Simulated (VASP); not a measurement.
Method: RPBE GGA, VASP's PBE PAW potentials (set 64) (plane waves; VASP).

The input files of a VASP run:

POSCAR:
```
YN
3.4920870
  0.0000000000   0.7071068768   0.7071068768
  0.7071068768   0.0000000000   0.7071068768
  0.7071068768   0.7071068768   0.0000000000
Y N
1 1
Cartesian
  0.0000000000   0.0000000000   0.0000000000
  0.7071068768   0.7071068768   0.7071068768
```

KPOINTS:
```
Automatic mesh
0
Gamma
10 10 10
0 0 0
```

**INCAR**
```
SYSTEM = YN
PREC = Accurate
ENCUT = 520
EDIFF = 1E-7
NELM = 100
ALGO = Normal
LREAL = .FALSE.
LASPH = .TRUE.
ISMEAR = -5
GGA = RP
LMAXMIX = 4
LWAVE = .FALSE.
LCHARG = .TRUE.
LORBIT = 11
NEDOS = 601
ISIF = 2
```

POTCAR, in this order: Y_sv N (PBE.64 set). Program: vasp_std.

What will the output report for the number of irreducible k-points (NKPTS), largest plane-wave count, number of space-group operations, FFT grid (NGX, NGY, NGZ)?

```yaml
number of irreducible k-points (NKPTS): 47
largest_plane_wave_count: 869
number_of_space_group_operations: 48
FFT grid (NGX, NGY, NGZ): 28 × 28 × 28
```

The compound is YN in the rock salt structure. It was relaxed first.
